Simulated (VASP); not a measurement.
```
Ta2Si
1.0
   -3.08912     3.08912     2.52151
    3.08912    -3.08912     2.52151
    3.08912     3.08912    -2.52151
Ta Si
4 2
Direct
  0.66339   0.83661   0.50000
  0.33661   0.16339   0.50000
  0.83661   0.33661   0.17322
  0.16339   0.66339   0.82678
  0.25000   0.25000   0.00000
  0.75000   0.75000   0.00000
```

Method: r2SCAN meta-GGA, VASP's PBE PAW potentials (set 64) (plane waves; VASP 6.6.1). Numerical set-up: 400 eV cut-off, 9×9×9 Γ-centred mesh, tetrahedra with Blöchl corrections, potentials Ta_pv Si.

For a metal the tetrahedron method with Blöchl corrections gives inexact stress and forces.

**Question.** Give the force on each atom (eV/Å).

**Answer.** 
```tsv
atom	Fx	Fy	Fz
Ta1	-0.048	0.048	0.000
Ta2	0.048	-0.048	0.000
Ta3	-0.048	-0.048	0.000
Ta4	0.048	0.048	0.000
Si5	0.000	0.000	0.000
Si6	0.000	0.000	0.000
```

**Question.** Give the stress tensor in GPa (positive for a compressed cell).

**Answer.** 
```
-0.33   0.00   0.00
 0.00  -0.33   0.00
 0.00   0.00   0.21
```
The pressure is its mean diagonal, -0.15 GPa.

The structure comes from a computed database's Ta2Si entry (I4/mcm); how it stands against other phases isn't given here. It was relaxed first.
